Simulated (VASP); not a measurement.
ZnS (zinc blende):

```
CELL_PARAMETERS angstrom
      0.00000     2.70500     2.70500
      2.70500     0.00000     2.70500
      2.70500     2.70500     0.00000
ATOMIC_POSITIONS crystal
  Zn 0.00000 0.00000 0.00000
  S  0.25000 0.25000 0.25000
```

The lowest empty band near Γ, direction [110], from PBE with spin-orbit coupling in VASP (PAW); its two spin partners are averaged. The gap over the points computed is 2.08 eV, and the next band on that side lies 4.20 eV away at the edge.

Numerical set-up: 400 eV cut-off, 9×9×9 Γ-centred mesh, Gaussian smearing of 0.050 eV, potentials Zn S.

| distance from the edge in k (1/Å) | distance in energy (meV) |
|---|---|
| 0.012 | 3.2 |
| 0.018 | 7.2 |
| 0.025 | 13.8 |
| 0.035 | 26.9 |
| 0.050 | 54.1 |
| 0.070 | 103.1 |

Task: Fit E(1 + αE) = ħ²k²/2m* (ħ²/2m0 = 3.810 eV Å²) and predict the row at 0.095 1/Å.

Result: Least squares on the energies gives the electron mass m* = 0.171 m0 and α = 0.59 per eV, and so 182.0 meV. The run gave 181.6 meV, -0.4 meV from the fit.

Left out are points under 3 meV from the edge, since the levels carry 0.1 meV, and points farther than half the way to the next band.

The compound is ZnS in the zinc blende structure. The cell was not relaxed at this level.
